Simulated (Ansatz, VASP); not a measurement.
# Cross-check of Al (Al(111)) between VASP and Ansatz

Wanted: the spread between two codes on one cell, functional and k mesh.

Method: plane waves, with VASP 6.6.1 beside it; single point at PBE, in Ansatz 0.2.0.

## (1) Set-up

The cell holds 12 atoms: 12 Al. Its edges and angles: a = 2.856 Å, b = 2.856 Å, c = 40.655 Å, α = 90.0°, β = 90.0°, γ = 60.0°. It derives from Al. As first built, before any earlier steps moved the atoms (in the runner's words): 12 layers of fcc Al, cut at this functional's lattice. Vacuum lies along c.

Coordinates:

```cif
data_structure
_symmetry_space_group_name_H-M 'P 1'
_symmetry_Int_Tables_number 1
_cell_length_a 2.8565
_cell_length_b 2.8565
_cell_length_c 40.6554
_cell_angle_alpha 90.000
_cell_angle_beta 90.000
_cell_angle_gamma 60.000
_cell_volume 287.28
loop_
_atom_site_label
_atom_site_type_symbol
_atom_site_fract_x
_atom_site_fract_y
_atom_site_fract_z
_atom_site_occupancy
Al1 Al 0.33333 0.33333 0.18063 1
Al2 Al 0.66667 0.66667 0.23898 1
Al3 Al 0.00000 0.00000 0.29680 1
Al4 Al 0.33333 0.33333 0.35508 1
Al5 Al 0.66667 0.66667 0.41319 1
Al6 Al 0.00000 0.00000 0.47108 1
Al7 Al 0.33333 0.33333 0.52892 1
Al8 Al 0.66667 0.66667 0.58681 1
Al9 Al 0.00000 0.00000 0.64492 1
Al10 Al 0.33333 0.33333 0.70320 1
Al11 Al 0.66667 0.66667 0.76102 1
Al12 Al 0.00000 0.00000 0.81937 1
```

## (2) VASP: single point, PBE

A single point gives forces, pressure and levels at one fixed geometry, so differences don't come from the geometry; what else differs is listed under the comparison.

Lines of VASP's logs that name or quote its potential files are left out, and so is its time.

The input, INCAR:

```
SYSTEM = Al
PREC = Normal
ENCUT = 320
EDIFF = 1E-06
NELM = 120
ISMEAR = 1
SIGMA = 0.15
LREAL = .FALSE.
ALGO = Fast
GGA = PE
NBANDS = 30
LORBIT = 11
LWAVE = .FALSE.
LCHARG = .FALSE.
KPAR = 4
IDIPOL = 3
LDIPOL = .TRUE.
DIPOL = 0.5 0.5 0.5
LVHAR = .TRUE.
LVACPOTAV = .TRUE.
```

The input, POSCAR:

```
Al
1.0
    2.8564818028      0.0000000000      0.0000000000
    1.4282409014      2.4737858067      0.0000000000
    0.0000000000      0.0000000000     40.6553838802
Al
12
Direct
    0.3333333300      0.3333333300      0.1806348564
    0.6666666700      0.6666666700      0.2389775143
    0.0000000000      0.0000000000      0.2968027624
    0.3333333300      0.3333333300      0.3550823629
    0.6666666700      0.6666666700      0.4131919738
    0.0000000000      0.0000000000      0.4710759027
    0.3333333300      0.3333333300      0.5289240973
    0.6666666700      0.6666666700      0.5868080262
    0.0000000000      0.0000000000      0.6449176371
    0.3333333300      0.3333333300      0.7031972376
    0.6666666700      0.6666666700      0.7610224857
    0.0000000000      0.0000000000      0.8193651436
```

The input, KPOINTS:

```
Automatic mesh
0
Gamma
15 15 1
0 0 0
```

PAW data sets: Al (PBE family, release 64).

Launch:

```bash
$ mpirun -np 4 vasp_std
```

Numbers of over 12 decimals in the logs are rounded to 6 here.

What it wrote:

```text
[banner, memory and clock lines left out]
running    4 mpi-ranks, on    1 nodes
 distrk:  each k-point on    1 cores,    4 groups
 distr:  one band on    1 cores,    1 groups

 POSCAR found type information on POSCAR Al
 POSCAR found :  1 types and      12 ions
 LDA part: xc-table for (Slater+PW92), standard interpolation
 POSCAR, INCAR and KPOINTS ok, starting setup
 FFT: planning ... GRIDC
 FFT: planning ... GRID_SOFT
 FFT: planning ... GRID
 WAVECAR not read
 entering main loop
       N       E                     dE             d eps       ncg     rms          rms(c)
DAV:   1     0.459844701974E+02    0.45984E+02   -0.91639E+03  1676   0.626E+02
DAV:   2    -0.397462165806E+02   -0.85731E+02   -0.80235E+02  2092   0.116E+02
DAV:   3    -0.448981865508E+02   -0.51520E+01   -0.49479E+01  2344   0.254E+01
DAV:   4    -0.450552677730E+02   -0.15708E+00   -0.15607E+00  2496   0.490E+00
DAV:   5    -0.450600606295E+02   -0.47929E-02   -0.47893E-02  2458   0.857E-01    0.475E+00
RMM:   6    -0.519962509735E+02   -0.69362E+01   -0.11172E+01  2269   0.390E+00    0.622E+00
RMM:   7    -0.448665455396E+02    0.71297E+01   -0.14943E+00  2017   0.194E+00    0.300E+00
RMM:   8    -0.446080104223E+02    0.25854E+00   -0.13083E+00  2149   0.155E+00    0.187E+00
RMM:   9    -0.442205194306E+02    0.38749E+00   -0.27854E-01  2003   0.102E+00    0.451E-01
RMM:  10    -0.442163148203E+02    0.42046E-02   -0.66292E-02  2239   0.529E-01    0.258E-01
RMM:  11    -0.442141430834E+02    0.21717E-02   -0.54329E-03  2067   0.267E-01    0.795E-02
RMM:  12    -0.442133071915E+02    0.83589E-03   -0.19849E-03  2242   0.145E-01    0.588E-02
RMM:  13    -0.442130444818E+02    0.26271E-03   -0.90746E-04  2195   0.919E-02    0.226E-02
RMM:  14    -0.442131927381E+02   -0.14826E-03   -0.24739E-04  2351   0.514E-02    0.232E-02
RMM:  15    -0.442131822229E+02    0.10515E-04   -0.10120E-04  1961   0.301E-02    0.133E-02
RMM:  16    -0.442132961262E+02   -0.11390E-03   -0.28484E-05  1992   0.183E-02    0.540E-03
RMM:  17    -0.442133893154E+02   -0.93189E-04   -0.14054E-05  1876   0.119E-02    0.536E-03
RMM:  18    -0.442134646234E+02   -0.75308E-04   -0.62685E-06  1730   0.793E-03    0.353E-03
RMM:  19    -0.442135317545E+02   -0.67131E-04   -0.46798E-06  1663   0.607E-03    0.270E-03
RMM:  20    -0.442135739235E+02   -0.42169E-04   -0.24915E-06  1582   0.447E-03    0.130E-03
RMM:  21    -0.442135897391E+02   -0.15816E-04   -0.11096E-06  1445   0.306E-03    0.144E-03
RMM:  22    -0.442135936219E+02   -0.38828E-05   -0.31557E-07  1206   0.210E-03    0.106E-03
RMM:  23    -0.442135939995E+02   -0.37763E-06   -0.64348E-08   942   0.150E-03
|                                                                             |
|           W    W    AA    RRRRR   N    N  II  N    N   GGGG   !!!           |
|           W    W   A  A   R    R  NN   N  II  NN   N  G    G  !!!           |
|           W    W  A    A  R    R  N N  N  II  N N  N  G       !!!           |
|           W WW W  AAAAAA  RRRRR   N  N N  II  N  N N  G  GGG   !            |
|           WW  WW  A    A  R   R   N   NN  II  N   NN  G    G                |
|           W    W  A    A  R    R  N    N  II  N    N   GGGG   !!!           |
|                                                                             |
|     Did not find any points to average over, which means that no vacuum     |
|     field-free region was found. Please increase the size of  your cell     |
|     in the dimension of the dipole correction to obtain accurate            |
|     workfunction values.                                                    |
|                                                                             |

   1 F= -.44213594E+02 E0= -.44216162E+02  d E =0.770499E-02
```

From OUTCAR (step 2):

```text
ion  position               nearest neighbor table
   1  0.333  0.333  0.181-   2 2.89   2 2.89   2 2.89
   2  0.667  0.667  0.239-   3 2.87   3 2.87   3 2.87   1 2.89   1 2.89   1 2.89
   3  0.000  0.000  0.297-   2 2.87   2 2.87   2 2.87   4 2.89   4 2.89   4 2.89
   4  0.333  0.333  0.355-   5 2.88   5 2.88   5 2.88   3 2.89   3 2.89   3 2.89
   5  0.667  0.667  0.413-   6 2.87   6 2.87   6 2.87   4 2.88   4 2.88   4 2.88
   6  0.000  0.000  0.471-   7 2.87   7 2.87   7 2.87   5 2.87   5 2.87   5 2.87
   7  0.333  0.333  0.529-   6 2.87   6 2.87   6 2.87   8 2.87   8 2.87   8 2.87
   8  0.667  0.667  0.587-   7 2.87   7 2.87   7 2.87   9 2.88   9 2.88   9 2.88
   9  0.000  0.000  0.645-   8 2.88   8 2.88   8 2.88  10 2.89  10 2.89  10 2.89
  10  0.333  0.333  0.703-  11 2.87  11 2.87  11 2.87   9 2.89   9 2.89   9 2.89
  11  0.667  0.667  0.761-  10 2.87  10 2.87  10 2.87  12 2.89  12 2.89  12 2.89
  12  0.000  0.000  0.819-  11 2.89  11 2.89  11 2.89

  LATTYP: Found a hexagonal cell.
 ALAT       =     2.8564818028
 C/A-ratio  =    14.2326773586

 Subroutine GETGRP returns: Found 12 space group operations
 (whereof  6 operations were pure point group operations)

The static configuration has the point symmetry C_3v.
 The point group associated with its full space group is D_3d.

 Found     27 irreducible k-points:

   k-points           NKPTS =     27   k-points in BZ     NKDIM =     27   number of bands    NBANDS=     30

   dimension x,y,z NGX =    12 NGY =   12 NGZ =  180
   dimension x,y,z NGXF=    24 NGYF=   24 NGZF=  360

   ENCUT  =  320.0 eV  23.52 Ry    4.85 a.u.   4.17  4.17 59.30*2*pi/ulx,y,z

   NELECT =      36.0000    total number of electrons

 k-points in reciprocal lattice and weights: Automatic mesh
   0.00000000  0.00000000  0.00000000       0.004
   0.06666667  0.00000000  0.00000000       0.027
   0.13333333  0.00000000  0.00000000       0.027
   0.20000000 -0.00000000  0.00000000       0.027
   0.26666667  0.00000000  0.00000000       0.027
   0.33333333  0.00000000  0.00000000       0.027
   0.40000000 -0.00000000  0.00000000       0.027
   0.46666667  0.00000000  0.00000000       0.027
   0.13333333  0.06666667  0.00000000       0.027
[...]
-0.40000000  0.26666667  0.00000000       0.053
  -0.33333333  0.33333333  0.00000000       0.009

 dipolmoment           0.000000      0.000000      0.000000 electrons x Angstroem

 average (electrostatic) potential at core
       1 -76.3870       2 -76.3338       3 -76.3493       4 -76.3725       5 -76.3743
       6 -76.3821       7 -76.3821       8 -76.3743       9 -76.3725      10 -76.3493
      11 -76.3338      12 -76.3870

 E-fermi :   4.2959

 k-point     1 :       0.0000    0.0000    0.0000
  band No.  band energies     occupation
    ...
     12      -0.7894      2.00000
     13       0.1278      2.00000
     14       1.2010      2.00000
     15       2.2965      2.00000
     16       3.4455      2.00000
     17       4.6139     -0.01065
     18       5.7750     -0.00000
     19       6.8648     -0.00000
     20       7.7699      0.00000
     21       8.1530      0.00000
    ...

 k-point     2 :       0.0667    0.0000    0.0000
  band No.  band energies     occupation
    ...
     12      -0.6846      2.00000
     13       0.2285      2.00000
     14       1.3022      2.00000
     15       2.3967      2.00000
     16       3.5445      2.00000
     17       4.7116     -0.00063
     18       5.8715     -0.00000
     19       6.9612     -0.00000
     20       7.8683      0.00000
     21       8.2563      0.00000
    ...

 k-point     3 :       0.1333    0.0000    0.0000
  band No.  band energies     occupation
    ...
     12      -0.3712      2.00000
     13       0.5301      2.00000
     14       1.6047      2.00000
     15       2.6963      2.00000
     16       3.8399      2.00015
     17       5.0015     -0.00000
     18       6.1550     -0.00000
     19       7.2406     -0.00000
     20       8.1509      0.00000
     21       8.5594      0.00000
    ...

  Total       -2.8199973     -2.8199973     -0.1273255     -0.0000000     -0.0000000      0.0000000
  in kB      -15.7270639    -15.7270639     -0.7100918     -0.0000000     -0.0000000      0.0000000
  external PRESSURE =     -10.7214065 kB  Pullay stress =       0.0000000 kB

  energy-cutoff  :      320.00
  volume of cell :      287.28
      direct lattice vectors                 reciprocal lattice vectors
     2.856481803  0.000000000  0.000000000     0.350080998 -0.202119358  0.000000000
     1.428240901  2.473785807  0.000000000     0.000000000  0.404238717  0.000000000
     0.000000000  0.000000000 40.655383880     0.000000000  0.000000000  0.024596988

 POSITION                                       TOTAL-FORCE (eV/Angst)
 -----------------------------------------------------------------------------------
      1.42824      0.82460      7.34378         0.000000      0.000000      0.001495
      2.85648      1.64919      9.71572         0.000000     -0.000000     -0.003686
      0.00000      0.00000     12.06663         0.000000      0.000000      0.000446
      1.42824      0.82460     14.43601         0.000000      0.000000      0.006086
      2.85648      1.64919     16.79848         0.000000      0.000000     -0.007421
      0.00000      0.00000     19.15177         0.000000      0.000000     -0.007261
      1.42824      0.82460     21.50361        -0.000000     -0.000000      0.007261
      2.85648      1.64919     23.85691        -0.000000     -0.000000      0.007421
      0.00000      0.00000     26.21937        -0.000000     -0.000000     -0.006086
      1.42824      0.82460     28.58875        -0.000000     -0.000000     -0.000446
      2.85648      1.64919     30.93966        -0.000000     -0.000000      0.003686
      0.00000      0.00000     33.31160        -0.000000     -0.000000     -0.001495
 -----------------------------------------------------------------------------------
    total drift:                               -0.000000     -0.000000      0.000001

  FREE ENERGIE OF THE ION-ELECTRON SYSTEM (eV)
  ---------------------------------------------------
  free  energy   TOTEN  =       -44.2135939995 eV

  energy  without entropy=      -44.2212989939  energy(sigma->0) =      -44.21616233

 vacuum level on the upper side and lower side of the slab         8.380         8.380

 total charge
# of ion       s       p       d       tot
------------------------------------------
    1        0.453   0.307   0.000   0.760
    2        0.432   0.338   0.000   0.769
    3        0.431   0.336   0.000   0.767
    4        0.429   0.336   0.000   0.765
    5        0.428   0.339   0.000   0.767
    6        0.427   0.340   0.000   0.767
    7        0.427   0.340   0.000   0.767
    8        0.428   0.339   0.000   0.767
    9        0.429   0.336   0.000   0.765
   10        0.431   0.336   0.000   0.767
   11        0.432   0.338   0.000   0.769
   12        0.453   0.307   0.000   0.760
--------------------------------------------------
tot          5.202   3.989   0.000   9.191

[... 3 further parts left out ...]
```

(Continued in part 2 of 2.)

[Lines on the potential files, build, host, timing and source positions are cut from VASP's logs without a mark.]

[Logs are printed without paths, hosts, clocks, repeated set-up lines and the standing remarks that a program may print on its own settings, such as how far it seeks lower states.]

[Hosts, paths, dates, database ids (printed as entryN), source tags and the programs' standing remarks are cut or masked in the printed files.]
